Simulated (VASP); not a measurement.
ZnIr2O4, 14 atoms in the cell. It takes space group Fd-3m (No. 227, cubic). The conventional cell has a = 8.629 Å, b = 8.629 Å, c = 8.629 Å, α = 90.00°, β = 90.00°, γ = 90.00°. Zn (site symmetry -43m) is surrounded by 4 O at 2.03 Å. Ir (site symmetry -3m) has 6 O at 2.07 Å as nearest neighbours. O (site symmetry 3m) has 1 Zn at 2.03 Å and 3 Ir at 2.07 Å as nearest neighbours. The cell comes from a database or a generator and needn't be the stable form of this composition.

* Program: VASP 6.6.1
* Task: relaxation of cell and atoms
* Functional: PBEsol
* Potentials or basis: VASP PAW PBE potentials, release 64 (Zn, Ir, O)
* Cutoff: 600 eV
* k mesh: 6 × 6 × 6
* Occupations: gaussian, width 0.03 eV
* Spin: no spin polarisation
* Further INCAR settings: ALGO = Normal; EDIFF = 1e-07; IBRION = 2; EDIFFG = -0.005; NSW = 90; ISIF = 3

Potentials or basis: VASP PAW PBE potentials, release 64 (Zn, Ir, O).

Command:

```bash
$ cat potpaw_PBE.64/Zn/POTCAR potpaw_PBE.64/Ir/POTCAR potpaw_PBE.64/O/POTCAR > POTCAR
$ mpirun -np 4 vasp_std > vasp.out
```

Hardware: 4 MPI ranks on Intel(R) Xeon(R) Platinum 8488C (Sapphire Rapids), with other jobs on the host.

Task: How long does it take, and how much memory?

Result: Run time: 93 s on 4 MPI ranks on Intel(R) Xeon(R) Platinum 8488C (Sapphire Rapids), on a shared host, peak memory 0.46 GiB a rank. Counts: scf iterations 18, k points 16, ion steps 1.
